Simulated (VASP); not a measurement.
```xyz
6
Lattice="4.5968 0.0000 0.0000 -2.2984 3.9809 0.0000 0.0000 0.0000 5.6323" Properties=species:S:1:pos:R:3 pbc="T T T"
Si    -0.0285     2.6802     1.4862
Si     2.2883     1.2525     4.2193
Hf     0.0196    -0.0310    -0.0155
Hf     0.0524     0.0242     2.7889
Hf     0.0118     2.7116     4.2095
Hf     2.2532     1.3244     1.3924
```

Calculation: PBE GGA, VASP's PBE PAW potentials (set 64) (plane waves; VASP 6.6.1). Settings: 300 eV cut-off, 3×3×2 Γ-centred mesh, Gaussian smearing of 0.050 eV, potentials Si Hf_pv.

At this cut-off the stress carries a Pulay error, which pulls relaxed volumes low.

**Question.** Which forces act on the atoms, in eV/Å?

**Answer.** 
```json
[
 {"atom": "Si1", "Fx": "0.069", "Fy": "-0.389", "Fz": "-0.899"},
 {"atom": "Si2", "Fx": "0.198", "Fy": "1.302", "Fz": "0.120"},
 {"atom": "Hf3", "Fx": "-0.332", "Fy": "0.309", "Fz": "-0.020"},
 {"atom": "Hf4", "Fx": "-0.619", "Fy": "-0.079", "Fz": "0.293"},
 {"atom": "Hf5", "Fx": "0.033", "Fy": "-1.449", "Fz": "0.465"},
 {"atom": "Hf6", "Fx": "0.650", "Fy": "0.306", "Fz": "0.042"}
]
```

**Question.** Give the stress tensor in GPa (positive for a compressed cell).

**Answer.** 
```
12.90   0.03  -0.07
 0.03  16.20   0.01
-0.07   0.01   6.49
```
The pressure is its mean diagonal, 11.86 GPa.

The structure was generated: Hf2Si was put into an ordered model structure, which need not be its known phase. The cell was not relaxed at this level, atoms are displaced from their ideal sites. The k-mesh is coarse (spacing up to 0.56 per Å, 2π included), so the numbers may not be converged in it.
